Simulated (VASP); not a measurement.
# Be3B2Se: relaxation of cell and atoms with PBE

Be3B2Se:

```
Be B Se
1.0
     3.85302    0.00000    0.00000
    -1.92651    3.33681    0.00000
     0.00000    0.00000    5.12536
Be B Se
3 2 1
Direct
  0.33333 0.66667 0.50000
  0.66667 0.33333 0.50000
  0.00000 0.00000 0.50000
  0.33333 0.66667 0.00000
  0.66667 0.33333 0.00000
  0.00000 0.00000 0.00000
```

The cell was built by a generator and needn't be a form met in nature.

The cell isn't the ideal one: random cell by space group and Wyckoff sites (P6/mmm, No. 191).

| Quantity | Value |
| --- | --- |
| Program | VASP 6.6.1 |
| Task | relaxation of cell and atoms |
| Functional | PBE |
| Potentials or basis | VASP PAW PBE potentials, release 64 (Be, B, Se) |
| Cutoff | 600 eV |
| k mesh | 12 × 12 × 8 |
| Occupations | gaussian, width 0.1 eV |
| Spin | no spin polarisation |
| Dipole correction | no |
| Further INCAR settings | ALGO = Fast; EDIFF = 1e-06; IBRION = 2; EDIFFG = -0.01; NSW = 100; ISIF = 3 |

```yaml
Relaxed_volume: 10.86 Å³/atom
Relaxed_cell: a = 3.901 Å, b = 3.901 Å, c = 4.945 Å, α = 90.00°, β = 90.00°, γ = 120.00°
Space_group_after_relaxing_to_0.05_Å: P6/mmm (No. 191)
Energy_gained_by_relaxing: 4.5 meV/atom
Ionic_steps: 8
Pressure_after_relaxing: 0.1 GPa
Band_gap_on_the_k_mesh: none (metal or under the smearing width)
```

Step by step:
| step | energy change (eV) | largest force (eV/Å) | pressure (GPa) | volume (Å³) |
| --- | --- | --- | --- | --- |
| 1 | 0.0000 | 0.0000 | 0.80 | 65.90 |
| 2 | -0.0122 | 0.0000 | -0.29 | 66.42 |
| 3 | -0.0152 | 0.0000 | -1.64 | 67.03 |
| 4 | -0.0157 | 0.0000 | -1.20 | 66.84 |
| 5 | -0.0229 | 0.0000 | -0.79 | 66.17 |
| 6 | -0.0269 | 0.0000 | -0.09 | 65.22 |
| 7 | -0.0269 | 0.0000 | -0.12 | 65.25 |
| 8 | -0.0269 | 0.0000 | 0.06 | 65.17 |

Final structure:
```
Be B Se
1.0
     3.90128    0.00000    0.00000
    -1.95064    3.37861    0.00000
     0.00000    0.00000    4.94458
Be B Se
3 2 1
Direct
  0.33333 0.66667 0.50000
  0.66667 0.33333 0.50000
  0.00000 0.00000 0.50000
  0.33333 0.66667 0.00000
  0.66667 0.33333 0.00000
  0.00000 0.00000 0.00000
```

Levels at points of the mesh, in eV from the Fermi level:
```
           k point  band 5  band 6  band 7  band 8  band 9  band 10  band 11  band 12  band 13
(0.00, 0.00, 0.00)   -5.03   -4.08   -2.98   -2.98   -0.63     1.00     2.27     2.27     2.46
(0.50, 0.00, 0.00)   -4.98   -3.50   -3.39   -2.99   -0.80     0.47     3.68     4.36     4.66
(0.00, 0.00, 0.50)   -4.59   -2.80   -2.80   -1.18   -0.68     0.35     1.44     1.44     1.70
(0.50, 0.00, 0.50)   -5.58   -4.95   -1.61   -0.63    1.17     1.73     2.28     2.67     4.63
```

Run time: 3.6 min on 1 thread of AMD EPYC 9R45 (Zen 5), with other jobs on the host, peak memory 0.26 GiB.
